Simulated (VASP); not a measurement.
The input files of a VASP run:

File POSCAR:
```
CaS
1.0
  0.0000000000   2.6287525690   2.6287525690
  2.6287525690   0.0000000000   2.6287525690
  2.6287525690   2.6287525690   0.0000000000
Ca S
1 1
direct
  0.0000000000   0.0000000000   1.0000000000
  0.5000000000   0.5000000000   0.5000000000
```

### INCAR
```
SYSTEM = CaS
PREC = Accurate
ENCUT = 500
EDIFF = 1E-6
NELM = 100
ALGO = Normal
LREAL = .FALSE.
LASPH = .TRUE.
ISMEAR = 0
SIGMA = 0.05
GGA = PS
LWAVE = .FALSE.
LCHARG = .FALSE.
IBRION = 2
ISIF = 3
NSW = 40
EDIFFG = -0.02
PSTRESS = 200
```

**KPOINTS**
```
Automatic mesh
0
Gamma
9 9 9
0 0 0
```

POTCAR, in this order: Ca_sv S (PBE.64 set). Program: vasp_std.

### Question
Write an equivalent input for Quantum ESPRESSO's pw.x.

### Answer
One equivalent input (not run):
```
&CONTROL
  calculation = 'vc-relax'
  pseudo_dir = './pseudo'
  outdir = './out'
  tprnfor = .true.
  tstress = .true.
  nstep = 40
  forc_conv_thr = 0.00078
/
&SYSTEM
  ibrav = 0
  nat = 2
  ntyp = 2
  ecutwfc = 68
  occupations = 'smearing'
  smearing = 'gaussian'
  degauss = 0.003675
  input_dft = 'pbesol'
/
&ELECTRONS
  conv_thr = 7.3e-08
  electron_maxstep = 100
/
&IONS
/
&CELL
  press = 200
/
ATOMIC_SPECIES
  Ca 40.078 Ca.upf
  S 32.060 S.upf
CELL_PARAMETERS angstrom
     0.0000000    2.6287526    2.6287526
     2.6287526    0.0000000    2.6287526
     2.6287526    2.6287526   -0.0000000
ATOMIC_POSITIONS crystal
  Ca   0.0000000  0.0000000  1.0000000
  S    0.5000000  0.5000000  0.5000000
K_POINTS automatic
  9 9 9 0 0 0
```
The two are equivalent in intent, not identical: the potentials are each code's own (VASP's PAW set, PseudoDojo norm-conserving files in pw.x), so ENCUT and ecutwfc are chosen apart and not converted; conv_thr bounds pw.x's estimated SCF error, while EDIFF bounds the energy change between steps; forc_conv_thr acts on force components and is met together with etot_conv_thr.

The structure was generated: CaS was put into the rock salt type (Fm-3m), which need not be its known phase. It was relaxed first under an external pressure of 20 GPa.
